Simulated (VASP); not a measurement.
A convergence study with VASP on ZnS (wurtzite): a few settings are varied, all else stays as given below, so the limit is that of these other settings.

```
ZnS
1.0
    1.91000    -3.30822     0.00000
    1.91000     3.30822     0.00000
    0.00000     0.00000     6.26000
Zn S
2 2
Direct
  0.66667   0.33333   0.50000
  0.33333   0.66667   0.00000
  0.66667   0.33333   0.87500
  0.33333   0.66667   0.37500
```

Level of theory: PBE GGA, VASP's PBE PAW potentials (set 64) (plane waves; VASP 6.6.1). The last row used: 550 eV cut-off, 14×14×7 Γ-centred mesh, second-order Methfessel-Paxton smearing of 0.40 eV, potentials Zn S.

```json
[
 {"setting": "ISMEAR = -1, SIGMA = 0.01, 4×4×2 mesh", "E (eV/atom)": "-3.4093", "pressure (GPa)": "1.77", "irreducible k-points": "8"},
 {"setting": "ISMEAR = -1, SIGMA = 0.1, 4×4×2 mesh", "E (eV/atom)": "-3.4093", "pressure (GPa)": "1.77", "irreducible k-points": "8"},
 {"setting": "ISMEAR = 0, SIGMA = 0.01, 4×4×2 mesh", "E (eV/atom)": "-3.4093", "pressure (GPa)": "1.77", "irreducible k-points": "8"},
 {"setting": "ISMEAR = 0, SIGMA = 0.2, 4×4×2 mesh", "E (eV/atom)": "-3.4093", "pressure (GPa)": "1.77", "irreducible k-points": "8"},
 {"setting": "ISMEAR = 1, SIGMA = 0.05, 4×4×2 mesh", "E (eV/atom)": "-3.4093", "pressure (GPa)": "1.77", "irreducible k-points": "8"},
 {"setting": "ISMEAR = 1, SIGMA = 0.2, 4×4×2 mesh", "E (eV/atom)": "-3.4092", "pressure (GPa)": "1.76", "irreducible k-points": "8"},
 {"setting": "ISMEAR = 2, SIGMA = 0.05, 4×4×2 mesh", "E (eV/atom)": "-3.4093", "pressure (GPa)": "1.77", "irreducible k-points": "8"},
 {"setting": "ISMEAR = 2, SIGMA = 0.2, 4×4×2 mesh", "E (eV/atom)": "-3.4092", "pressure (GPa)": "1.76", "irreducible k-points": "8"},
 {"setting": "ISMEAR = -1, SIGMA = 0.01, 8×8×4 mesh", "E (eV/atom)": "-3.4211", "pressure (GPa)": "1.64", "irreducible k-points": "30"},
 {"setting": "ISMEAR = -1, SIGMA = 0.2, 8×8×4 mesh", "E (eV/atom)": "-3.4210", "pressure (GPa)": "1.64", "irreducible k-points": "30"},
 {"setting": "ISMEAR = 0, SIGMA = 0.01, 8×8×4 mesh", "E (eV/atom)": "-3.4211", "pressure (GPa)": "1.64", "irreducible k-points": "30"},
 {"setting": "ISMEAR = 0, SIGMA = 0.4, 8×8×4 mesh", "E (eV/atom)": "-3.4211", "pressure (GPa)": "1.64", "irreducible k-points": "30"},
 {"setting": "ISMEAR = 1, SIGMA = 0.05, 8×8×4 mesh", "E (eV/atom)": "-3.4211", "pressure (GPa)": "1.64", "irreducible k-points": "30"},
 {"setting": "ISMEAR = 1, SIGMA = 0.4, 8×8×4 mesh", "E (eV/atom)": "-3.4211", "pressure (GPa)": "1.62", "irreducible k-points": "30"},
 {"setting": "ISMEAR = 2, SIGMA = 0.05, 8×8×4 mesh", "E (eV/atom)": "-3.4211", "pressure (GPa)": "1.64", "irreducible k-points": "30"},
 {"setting": "ISMEAR = 2, SIGMA = 0.4, 8×8×4 mesh", "E (eV/atom)": "-3.4209", "pressure (GPa)": "1.64", "irreducible k-points": "30"},
 {"setting": "ISMEAR = -1, SIGMA = 0.05, 14×14×7 mesh", "E (eV/atom)": "-3.4212", "pressure (GPa)": "1.64", "irreducible k-points": "96"},
 {"setting": "ISMEAR = -1, SIGMA = 0.2, 14×14×7 mesh", "E (eV/atom)": "-3.4211", "pressure (GPa)": "1.64", "irreducible k-points": "96"},
 {"setting": "ISMEAR = 0, SIGMA = 0.1, 14×14×7 mesh", "E (eV/atom)": "-3.4212", "pressure (GPa)": "1.64", "irreducible k-points": "96"},
 {"setting": "ISMEAR = 0, SIGMA = 0.4, 14×14×7 mesh", "E (eV/atom)": "-3.4212", "pressure (GPa)": "1.64", "irreducible k-points": "96"},
 {"setting": "ISMEAR = 1, SIGMA = 0.1, 14×14×7 mesh", "E (eV/atom)": "-3.4212", "pressure (GPa)": "1.64", "irreducible k-points": "96"},
 {"setting": "ISMEAR = 1, SIGMA = 0.4, 14×14×7 mesh", "E (eV/atom)": "-3.4211", "pressure (GPa)": "1.62", "irreducible k-points": "96"},
 {"setting": "ISMEAR = 2, SIGMA = 0.1, 14×14×7 mesh", "E (eV/atom)": "-3.4212", "pressure (GPa)": "1.64", "irreducible k-points": "96"},
 {"setting": "ISMEAR = 2, SIGMA = 0.4, 14×14×7 mesh", "E (eV/atom)": "-3.4210", "pressure (GPa)": "1.64", "irreducible k-points": "96"}
]
```

Left out are rungs that failed or repeat a setting and relaxations that didn't move; long series are thinned to 24 rows.

The compound is ZnS in the wurtzite structure, the high-temperature form. The cell was not relaxed at this level.
